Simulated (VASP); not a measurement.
Data:

```xyz
12
Lattice="1.5468 -2.6792 0.0000 1.5468 2.6792 0.0000 0.0000 0.0000 15.1806" Properties=species:S:1:pos:R:3 pbc="T T T"
Si     1.5468    -2.6792    15.1783
Si     0.0000     0.0000     7.5880
Si     1.5468    -0.8931    12.6468
Si     1.5468     0.8931     5.0565
Si     1.5468    -0.8931     2.5291
Si     1.5468     0.8931    10.1194
C      1.5468     2.6792    13.2751
C      1.5468    -2.6792     5.6848
C      1.5468    -0.8931    10.7493
C      1.5468     0.8931     3.1589
C      1.5468    -0.8931     0.6315
C      1.5468     0.8931     8.2218
```

These are PBE GGA, VASP's PBE PAW potentials (set 64) (plane waves; VASP) values and carry that method's errors. Numerical set-up: 520 eV cut-off, 10×10×2 Γ-centred mesh, Gaussian smearing of 0.010 eV, potentials Si C.

### Question
What does the run give for the energy per atom (σ→0)?

### Answer

| Property | Value |
|---|---|
| energy per atom (σ→0) | -7.531 eV/atom |

The absolute energy has meaning only against runs of the same code, potentials and settings.

The compound is SiC in the 6h structure. It was relaxed first.
